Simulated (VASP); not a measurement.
Wanted: the native input for a VASP 6.6.1 run.

```yaml
Task: single point
Functional: PBE
Potentials_or_basis: VASP PAW PBE potentials, release 64 (K_sv, F)
Cutoff: 520 eV
k_mesh: 6 × 6 × 6
Occupations: gaussian, width 0.01 eV
Spin: no spin polarisation
Dipole_correction: no
Further_INCAR_settings: ALGO = Normal; EDIFF = 1e-07; NBANDS = 15
```

The structure of KF (Carobbiite) lies in POSCAR:

```
KF
1.0
    0.0000000000      2.6718500000      2.6718500000
    2.6718500000      0.0000000000      2.6718500000
    2.6718500000      2.6718500000      0.0000000000
K F
1 1
Direct
    0.0018713625     -0.0018713625      0.0018713625
    0.5000000000      0.5000000000      0.5000000000
```

The input as run:

INCAR

```
PREC = Accurate ; ENCUT = 520
EDIFF = 1E-7 ; ISMEAR = 0
SIGMA = 0.01 ; LREAL = False
LASPH = True ; NELM = 100
ALGO = Normal ; ISIF = 2
LWAVE = False ; LCHARG = False
GGA = PE ; NBANDS = 15
```

KPOINTS

```
Automatic mesh
0
Gamma
  6 6 6
```

Potentials or basis: VASP PAW PBE potentials, release 64 (K_sv, F).

Command:

```bash
$ cat potpaw_PBE.64/K_sv/POTCAR potpaw_PBE.64/F/POTCAR > POTCAR
$ mpirun -np 1 vasp_std > vasp.out
```

It gave:

The pressure is 1.4 GPa. The largest force is 0.017 eV/Å. The band gap on the k mesh is 6.17 eV, direct.

It took 8.4 s on 1 thread of Intel(R) Xeon(R) 6975P-C (Granite Rapids), on a shared host, peak memory 0.15 GiB.
